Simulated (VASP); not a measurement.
VASP ran on this input.

KPOINTS:
```
Automatic mesh
0
Gamma
14 14 14
0 0 0
```

### INCAR
```
! general
SYSTEM =NbN
PREC   =Accurate
ENCUT  =600   ! plane-wave cut-off (eV)
LREAL  =.False.
LASPH  =.True.   ! aspherical one-centre terms

! electronic loop
EDIFF  =1E-7   ! SCF stop (eV)
NELM   =100   ! most electronic steps
ALGO   =Normal   ! blocked Davidson
LMAXMIX=4   ! l cut-off of mixed one-centre charges

! smearing
ISMEAR =1   ! Methfessel-Paxton
SIGMA  =0.1   ! width (eV)

! functional
GGA    =PS   ! PBEsol

! ions
IBRION =2   ! conjugate gradients
NSW    =40
ISIF   =3   ! ions, shape and volume
EDIFFG =-0.01
PSTRESS=150

! output
LWAVE  =.False.
LCHARG =.False.
```

**POSCAR**
```
NbN
1.0
  0.0000000000   2.1886747133   2.1886747133
  2.1886747133   0.0000000000   2.1886747133
  2.1886747133   2.1886747133   0.0000000000
Nb N
1 1
Cartesian
  0.0000000000   2.1886747133   2.1886747133
  2.1886747133   2.1886747133   2.1886747133
```

POTCAR, in this order: Nb_sv N (PBE.64 set). Program: vasp_std.

Question: Translate this PBEsol calculation to Ansatz.

Answer: One equivalent input (not run):
Ansatz 0.2 input:
```yaml
crystal:
  lattice:
    - [0.0000000, 2.1886747, 2.1886747]
    - [2.1886747, 0.0000000, 2.1886747]
    - [2.1886747, 2.1886747, 0.0000000]
  atoms:
    - { symbol: Nb, position: [1.0000000, 0.0000000, 0.0000000] }
    - { symbol: N, position: [0.5000000, 0.5000000, 0.5000000] }
kpoints:
  mp_grid: { grid: [14, 14, 14] }
hamiltonian:
  xc: pbesol
  pseudopotentials: { kind: paw }
scf:
  occupations: { method: methfessel_paxton, width: 0.1 }
  max_iter: 100
relax:
  max_steps: 40
  f_tol: 0.01
  cell: { p_target: 15 }
output: { forces: true, stress: true, eigenvalues: true }
```
The two are equivalent in intent, not identical: each code has its own PAW files, so the cut-off isn't converted (ENCUT is set for VASP's; basis.ecutwfc is left out, and Ansatz then takes the one that its files recommend); Ansatz stops its SCF on the density residual and VASP on the energy change (EDIFF).

The compound is NbN in the rock salt structure, the cubic δ form, which competes with hexagonal ones. This run relaxes it under an external pressure of 15 GPa. Symmetry was kept, so distortions that lower it aren't found.
